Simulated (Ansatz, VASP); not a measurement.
# Cross-check of Al (Al(531)) between VASP and Ansatz, part 2 of 2

Aim: how closely do two programs agree when they are given the same cell, functional and k mesh? Of the first pair: The structure shown is the start of the Ansatz relaxation below; VASP solves that cell, so the two are compared at the walk's first step.

VASP 6.6.1 and Ansatz 0.2.0.

So far. Step 4 (Comparison): The forces differ by 0.7 meV/Å r.m.s., which is 0.5 % of the r.m.s. force of 0.157 eV/Å (both taken over all components). With vacuum in the cell, a pressure given here is an average over mostly empty space and none of the material.

## (5) Ansatz: single point, PBE, pair 2

Level of this step: Ansatz beside VASP: Kohn-Sham DFT, plane waves, PBE (Ansatz).

A single point gives forces, pressure and levels at one fixed geometry, so differences don't come from the geometry; what else differs is listed under the comparison.

The cell is taken from a series of runs on this material, whose earlier steps may have relaxed, scaled, displaced or heated it; both programs get it as it stands.

The input, input.yaml:

```yaml
crystal:
  lattice:
    - [4.96021673, 0.0, 0.0]
    - [-0.82670279, 4.89083965, 0.0]
    - [0.0, 0.0, 23.8457494633]
  atoms:
    - { symbol: Al, position: [0.77142857, 0.62857143, 0.3564576577] }
    - { symbol: Al, position: [0.02857143, 0.17142857, 0.3851661262] }
    - { symbol: Al, position: [0.28571429, 0.71428571, 0.4138745946] }
    - { symbol: Al, position: [0.5446627536, 0.2467262578, 0.4400593661] }
    - { symbol: Al, position: [0.8005570327, 0.7816370731, 0.4717343198] }
    - { symbol: Al, position: [0.0643561098, 0.3149028135, 0.4993550701] }
    - { symbol: Al, position: [0.3198430823, 0.8523922156, 0.5257390913] }
    - { symbol: Al, position: [0.5927947574, 0.3909846335, 0.5571680361] }
    - { symbol: Al, position: [0.8268123748, 0.9210629022, 0.5893399993] }
    - { symbol: Al, position: [0.1144635994, 0.4636527375, 0.6127647028] }
    - { symbol: Al, position: [0.3430795821, -0.00220532, 0.6361330713] }
kpoints:
  mp_grid: { grid: [12, 12, 1] }
hamiltonian:
  xc: pbe
scf:
  occupations: { method: fermi_dirac, width: 0.05 }
  convergence: { dr2_threshold: 1.0e-09 }
  n_extra_bands: 23
efield:
  axis: 3
  dipole_correction: true
  ramp_position: 0.97
  ramp_width: 0.06
output:
  band_densities:
    - { e_range: [-0.05, 0] }
    - { e_range: [-0.4, 0] }
    - { e_range: [-1.2, 0] }
    - { e_range: [0, 0.05] }
    - { e_range: [0, 0.4] }
    - { e_range: [0, 1.2] }
    - { e_range: [-2.0, -1.8] }
    - { e_range: [-1.8, -1.6] }
    - { e_range: [-1.6, -1.4] }
    - { e_range: [-1.4, -1.2] }
    - { e_range: [-1.2, -1.0] }
    - { e_range: [-1.0, -0.8] }
    - { e_range: [-0.8, -0.6] }
    - { e_range: [-0.6, -0.4] }
    - { e_range: [-0.4, -0.2] }
    - { e_range: [-0.2, 0.0] }
    - { e_range: [0.0, 0.2] }
    - { e_range: [0.2, 0.4] }
    - { e_range: [0.4, 0.6] }
    - { e_range: [0.6, 0.8] }
    - { e_range: [0.8, 1.0] }
    - { e_range: [1.0, 1.2] }
    - { e_range: [1.2, 1.4] }
    - { e_range: [1.4, 1.6] }
    - { e_range: [1.6, 1.8] }
    - { e_range: [1.8, 2.0] }
  band_residual_tolerance: 0.0001
  dos: { projected: true, e_range: [-5, 4] }
  write_potential: true
  write_density: true
  volumetric_format: npy
```

Run with:

```sh
> ansatz run input.yaml --threads 2 --pin off --max-ram 3072MiB --backend cpu --events-out ev --progress --plain --runs-dir out
```

Numbers of over 12 decimals in the logs are rounded to 6 here.

Log:

```text
[...]
Crystal: 11 atoms, lattice volume = 578.489 Å³
Basis set: ecut = 420 eV, 11341 PW (Γ)
Bands: 40, of which v1, the nominal top of the filled ones, is band 17 counted from 1 (16 counted from 0)
Symmetry: 1 space group operations
[...]
k-points: 74 of 144 (time reversal used)
[...]
e_range: [1.2, 1.4]                           1.388889             2.9e-5           0
  e_range: [1.4, 1.6]                           1.166667             3.5e-5           0
  e_range: [1.6, 1.8]                           0.944444             3.4e-5           0
  e_range: [1.8, 2]                             1.041667             3.4e-5           0
[key lines of the parts left out:]
SCF converged after 8 iterations
Free energy (F): -5909.524381 eV
Fermi energy:    -0.235047 eV
Dipole field:    D = 0.001447 V/Å  (p = 0.004626 e·Å, saw-weighted, corrected)
Work function:   Φ+ = 4.0594 eV   Φ− = 4.0939 eV
```

## (6) VASP: single point, PBE, pair 2

The same cell, functional, mesh and smearing now go to VASP, with its own data sets.

The input, INCAR:

```
SYSTEM = Al
PREC = Accurate
ENCUT = 400
EDIFF = 1E-06
NELM = 120
ISMEAR = -1
SIGMA = 0.05
LREAL = .FALSE.
ALGO = Normal
GGA = PE
NBANDS = 27
LORBIT = 11
LWAVE = .FALSE.
LCHARG = .FALSE.
ISIF = 2
LDIPOL = .TRUE.
IDIPOL = 3
DIPOL = 0.5 0.5 0.499
LVHAR = .TRUE.
LASPH = .TRUE.
GGA_COMPAT = .FALSE.
NELMDL = -8
KPAR = 2
```

The input, POSCAR:

```
Al
1.0
    4.9602167300      0.0000000000      0.0000000000
   -0.8267027900      4.8908396500      0.0000000000
    0.0000000000      0.0000000000     23.8457494633
Al
11
Direct
    0.7714285700      0.6285714300      0.3564576577
    0.0285714300      0.1714285700      0.3851661262
    0.2857142900      0.7142857100      0.4138745946
    0.5446627536      0.2467262578      0.4400593661
    0.8005570327      0.7816370731      0.4717343198
    0.0643561098      0.3149028135      0.4993550701
    0.3198430823      0.8523922156      0.5257390913
    0.5927947574      0.3909846335      0.5571680361
    0.8268123748      0.9210629022      0.5893399993
    0.1144635994      0.4636527375      0.6127647028
    0.3430795821      0.9977946800      0.6361330713
```

The input, KPOINTS:

```
Automatic mesh
0
Gamma
12 12 1
0 0 0
```

PAW data sets: Al (PBE family, release 64).

Run with:

```sh
> mpirun -np 2 vasp_std
```

Log:

```text
[... set-up lines as in an earlier step ...]
 entering main loop
       N       E                     dE             d eps       ncg     rms          rms(c)
DAV:   1     0.986031171782E+02    0.98603E+02   -0.82160E+03  3996   0.680E+02
DAV:   2    -0.332728153609E+02   -0.13188E+03   -0.12381E+03  5598   0.133E+02
DAV:   3    -0.398349927689E+02   -0.65622E+01   -0.63562E+01  4770   0.302E+01
DAV:   4    -0.401365479913E+02   -0.30156E+00   -0.30069E+00  6909   0.785E+00
[...]
DAV:  27    -0.382030247680E+02   -0.34370E-05   -0.13299E-07  3521   0.119E-03    0.271E-04
DAV:  28    -0.382030259798E+02   -0.12118E-05   -0.65732E-08  3407   0.895E-04    0.217E-04
DAV:  29    -0.382030262320E+02   -0.25223E-06   -0.22019E-08  2858   0.647E-04
   1 F= -.38203026E+02 E0= -.38187114E+02  d E =-.318238E-01
```

OUTCAR, selected parts (step 6):

```text
  Total       -2.8335361     -3.9196795     -0.6911554     -0.0712027     -0.2640629     -0.1664044
  in kB       -7.8477340    -10.8559063     -1.9142174     -0.1972023     -0.7313460     -0.4608719
  external PRESSURE =      -6.8726192 kB  Pullay stress =       0.0000000 kB

 POSITION                                       TOTAL-FORCE (eV/Angst)
 -----------------------------------------------------------------------------------
      3.30681      3.07424      8.50000         0.060072      0.173909      0.338930
      0.00000      0.83843      9.18457        -0.151419     -0.053237     -0.016125
      0.82670      3.49346      9.86915         0.143852     -0.094821     -0.325781
      2.49768      1.20670     10.49355        -0.021032     -0.023191      0.068722
      3.32475      3.82286     11.24886         0.002733      0.005578      0.042464
      0.05889      1.54014     11.90750         0.009288     -0.004706      0.004391
      0.88182      4.16891     12.53664        -0.009404      0.000305     -0.037675
      2.61716      1.91224     13.28609         0.008934      0.021952     -0.060315
      3.33972      4.50477     14.05325        -0.002973     -0.027805     -0.042095
      0.18446      2.26765     14.61183        -0.041252      0.032459     -0.027050
      0.87687      4.88005     15.16907         0.001202     -0.030442      0.054536
 -----------------------------------------------------------------------------------
    total drift:                                0.000030     -0.000038     -0.000008

  FREE ENERGIE OF THE ION-ELECTRON SYSTEM (eV)
  ---------------------------------------------------
  free  energy   TOTEN  =       -38.2030262320 eV

  energy  without entropy=      -38.1712024208  energy(sigma->0) =      -38.18711433

[... 1 part as in an earlier step ...]

[... 2 further parts left out ...]
[key lines of the parts left out:]
E-fermi :  -0.2176
```

## (7) Side by side

Both answers:

```
                                   quantity  Ansatz  VASP  difference
 work function, lower of the two faces (eV)    4.06  4.06        0.00
work function, higher of the two faces (eV)    4.09  4.10        0.00
```

With vacuum in the cell, a pressure given here is an average over mostly empty space and none of the material.

## (8) Summary of results

```yaml
r_m_s_force_difference_single_point_pbe_start_cell_pair_1: 0.73 meV/Å
difference_in_work_function_higher_of_the_two_faces_single_point_pbe_pair_2: -0.0026 eV
```

**Reading.** The r.m.s. force difference is 0.73 meV/Å (single point, PBE, start cell, pair 1), within the 12 meV/Å picked in this series as the mark of a large difference. 1 further run of this series is not shown here. Such differences can come from data sets, numerical settings and the points named under the comparisons, not from the functional's error against experiment.

[Lines on the potential files, build, host, timing and source positions are cut from VASP's logs without a mark.]

[Logs are printed without paths, hosts, clocks, repeated set-up lines and the standing remarks that a program may print on its own settings, such as how far it seeks lower states.]

[Hosts, paths, dates, database ids (printed as entryN), source tags and the programs' standing remarks are cut or masked in the printed files.]
